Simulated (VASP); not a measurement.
Here is the system:

```yaml
crystal:
  lattice:
    - [5.34265, 0.00000, 0.00000]
    - [0.00000, 5.34265, 0.00000]
    - [0.00000, 0.00000, 5.34265]
  atoms:
    - { symbol: Pr, position: [0.00000, 0.00000, 0.00000] }
    - { symbol: Cl, position: [0.50000, 0.00000, 0.00000] }
    - { symbol: Cl, position: [0.00000, 0.00000, 0.50000] }
    - { symbol: Cl, position: [0.00000, 0.50000, 0.00000] }
```

All values below come from PBE GGA, VASP's PBE PAW potentials (set 64) (plane waves; VASP 6.6.1). Numerical set-up: 400 eV cut-off, KSPACING 0.16 per Å, Gaussian smearing of 0.050 eV, potentials Pr_3 Cl.

The 4f electrons are frozen in the core of the lanthanide potential, so 4f levels, which can set the real gap, and their magnetism are missing.

Give the stress tensor in GPa (positive for a compressed cell).

```
4.28  0.00  0.00
0.00  4.28  0.00
0.00  0.00  4.28
```
The pressure is its mean diagonal, 4.28 GPa.

The structure was generated: PrCl3 was put into the ReO3 type (Pm-3m), which need not be its known phase. The cell was not relaxed at this level. The run is one of a series of settings (KGAMMA = .TRUE., KSPACING = 0.16, KPOINTS file removed against the base run), some of them coarse on purpose.
